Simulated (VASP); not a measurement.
Crystal: BiO6.

```
Bi O
1.0
     4.28306    0.00000    0.00000
     0.00000    4.28306    0.00000
     0.00000    0.00000    4.28306
Bi O
1 6
Direct
  0.00000 0.00000 0.00000
  0.50000 0.50000 0.20700
  0.50000 0.50000 0.79300
  0.20700 0.50000 0.50000
  0.79300 0.50000 0.50000
  0.50000 0.20700 0.50000
  0.50000 0.79300 0.50000
```

The cell was built by a generator and needn't be a form met in nature.

The cell isn't the ideal one: species swapped into the PrB6 type (Pm-3m, No. 221).

```yaml
Program: VASP 6.6.1
Task: relaxation of cell and atoms
Functional: PBE
Potentials_or_basis: VASP PAW PBE potentials, release 64 (Bi_d, O)
Cutoff: 600 eV
k_mesh: 4 × 4 × 4
Occupations: gaussian, width 0.1 eV
Spin: no spin polarisation
```

At the start: pressure 41.5 GPa; volume 11.22 Å³/atom.

Question: Where does the relaxation end?

Answer: Over 8 steps the energy falls by 1544.5 meV/atom and the volume is 16.25 Å³/atom (+44.7 %); space group Pm-3m (No. 221, to 0.05 Å).

Step by step:
```tsv
step	energy change (eV)	largest force (eV/Å)	pressure (GPa)	volume (Å³)
1	0.0000	6.6860	41.46	78.57
2	-10.7803	0.8194	-2.35	116.44
3	-10.7883	0.2610	-0.90	118.51
4	-10.7955	0.2790	-1.62	117.53
5	-10.7261	1.8098	2.96	114.67
6	-10.8014	0.1382	-0.68	116.87
7	-10.8084	0.0678	-0.39	115.42
8	-10.8114	0.0159	-0.09	113.73
```

Final structure:
```yaml
crystal:
  lattice:
    - [4.84498, 0.00000, 0.00000]
    - [0.00000, 4.84498, 0.00000]
    - [0.00000, 0.00000, 4.84498]
  atoms:
    - { symbol: Bi, position: [0.00000, 0.00000, 0.00000] }
    - { symbol: O, position: [0.50000, 0.50000, 0.13097] }
    - { symbol: O, position: [0.50000, 0.50000, 0.86903] }
    - { symbol: O, position: [0.13097, 0.50000, 0.50000] }
    - { symbol: O, position: [0.86903, 0.50000, 0.50000] }
    - { symbol: O, position: [0.50000, 0.13097, 0.50000] }
    - { symbol: O, position: [0.50000, 0.86903, 0.50000] }
```

Caveat: the k mesh is coarse (spacing up to 0.37 Å⁻¹), so the values aren't converged; the volume moved by over 15 % at a fixed basis, so the end points are rough; an odd number of electrons without spin polarisation forces a metal; a magnetic or distorted state may lie lower.
